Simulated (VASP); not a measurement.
An input for Quantum ESPRESSO's pw.x (written as the equivalent of a VASP run, and not itself run):

```
&CONTROL
  calculation = 'vc-relax'
  pseudo_dir = './pseudo'
  outdir = './out'
  tprnfor = .true.
  tstress = .true.
  nstep = 40
  forc_conv_thr = 0.00078
/
&SYSTEM
  ibrav = 0
  nat = 1
  ntyp = 1
  ecutwfc = 68
  occupations = 'smearing'
  smearing = 'gaussian'
  degauss = 0.003675
  input_dft = 'pbe'
/
&ELECTRONS
  conv_thr = 7.3e-08
  electron_maxstep = 100
/
&IONS
/
&CELL
/
ATOMIC_SPECIES
  Sr 87.620 Sr.upf
CELL_PARAMETERS angstrom
     0.0000000    3.0092283    3.0092283
     3.0092283    0.0000000    3.0092283
     3.0092283    3.0092283    0.0000000
ATOMIC_POSITIONS crystal
  Sr   0.0000000  0.0000000  0.0000000
K_POINTS automatic
  8 8 8 0 0 0
```

Q: Translate this input to VASP (INCAR, KPOINTS, POSCAR, choice of POTCAR).

A: This is not unique; one that fits is 
### POSCAR
```
Sr
1.0
  0.0000000000   3.0092282540   3.0092282540
  3.0092282540   0.0000000000   3.0092282540
  3.0092282540   3.0092282540   0.0000000000
Sr
1
Cart
  0.0000000000   0.0000000000   0.0000000000
```

**INCAR**
```
EDIFFG = -0.02   # ionic stop
LREAL = .FALSE.   # projection in real space or not
ALGO = Normal   # blocked Davidson
LASPH = .TRUE.
NSW = 40   # most ionic steps
ISIF = 3
IBRION = 2
SYSTEM = Sr
EDIFF = 1E-6   # SCF stop (eV)
SIGMA = 0.05   # width (eV)
LWAVE = .FALSE.
ENCUT = 500
PREC = Accurate
NELM = 100   # most electronic steps
GGA = PE   # PBE
ISMEAR = 0   # Gaussian
LCHARG = .FALSE.
LMAXMIX = 4   # l cut-off of mixed one-centre charges
```

KPOINTS:
```
Automatic mesh
0
Gamma
8 8 8
0 0 0
```

POTCAR, in this order: Sr_sv (PBE.64 set). Program: vasp_std.

The two are equivalent in intent, not identical: the potentials are each code's own (VASP's PAW set, PseudoDojo norm-conserving files in pw.x), so ENCUT and ecutwfc are chosen apart and not converted; conv_thr bounds pw.x's estimated SCF error, while EDIFF bounds the energy change between steps; forc_conv_thr acts on force components and is met together with etot_conv_thr.

The compound is Sr in the fcc structure. It was relaxed first.
